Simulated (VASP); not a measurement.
Calculation: PBE GGA, VASP's PBE PAW potentials (set 64) (plane waves; VASP).

VASP ran on this input.

**KPOINTS**
```
Automatic mesh
0
Gamma
4 4 4
0 0 0
```

### INCAR
```
! general
SYSTEM  = Cd3MgO4
PREC    = Accurate
ENCUT   = 500
LREAL   = .FALSE.
LASPH   = .TRUE.

! electronic loop
EDIFF   = 1E-6
NELM    = 100
ALGO    = Normal
LMAXMIX = 4

! smearing
ISMEAR  = 0
SIGMA   = 0.05

! functional
GGA     = PE

! output
LWAVE   = .TRUE.
LCHARG  = .FALSE.
```

### POSCAR
```
Cd3MgO4
1
    4.6893246858     0.0000000000     0.0000000000
    0.0000000000     4.6893246858     0.0000000000
    0.0000000000     0.0000000000     4.6893246858
Mg O Cd
1 4 3
Direct
  0.0000000000   0.0000000000   0.0000000000
  0.5000000000   0.5000000000   0.5000000000
  0.0000000000   0.0000000000   0.5000000000
  0.0000000000   0.5000000000   0.0000000000
  0.5000000000   0.0000000000   0.0000000000
  0.5000000000   0.5000000000   0.0000000000
  0.5000000000   0.0000000000   0.5000000000
  0.0000000000   0.5000000000   0.5000000000
```

POTCAR, in this order: Mg O Cd (PBE.64 set). Program: vasp_std.

### Question
What will the output report for the number of irreducible k-points (NKPTS), largest plane-wave count, number of space-group operations, FFT grid (NGX, NGY, NGZ)?

### Answer

| Item | Value |
|---|---|
| number of irreducible k-points (NKPTS) | 10 |
| largest plane-wave count | 2657 |
| number of space-group operations | 48 |
| FFT grid (NGX, NGY, NGZ) | 36 × 36 × 36 |

The structure was generated: Cd3MgO4 was put into an ordered model structure (Pm-3m), which need not be its known phase. It was relaxed first, which changed the volume by +8 %. The k-mesh is coarse (spacing up to 0.33 per Å, 2π included), so the numbers may not be converged in it.
